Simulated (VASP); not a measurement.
Given:

```
GaN
1.0
    1.62690    -2.81787     0.00000
    1.62690     2.81787     0.00000
    0.00000     0.00000     5.29380
Ga N
2 2
Direct
  0.66667   0.33333   0.50000
  0.33333   0.66667   0.00000
  0.66667   0.33333   0.87700
  0.33333   0.66667   0.37700
```

Computed with PBE GGA, VASP's PBE PAW potentials (set 64) (plane waves; VASP). Numerical set-up: 520 eV cut-off, 7×7×4 Γ-centred mesh, Gaussian smearing of 0.050 eV, potentials Ga_d N.

**Question.** What does the run give for the energy per atom (σ→0), pressure?

**Answer.** 
```json
{
 "energy per atom (σ→0)": "-6.076 eV/atom",
 "pressure": "-4.95 GPa"
}
```

The compound is GaN in the wurtzite structure. The cell was not relaxed at this level.
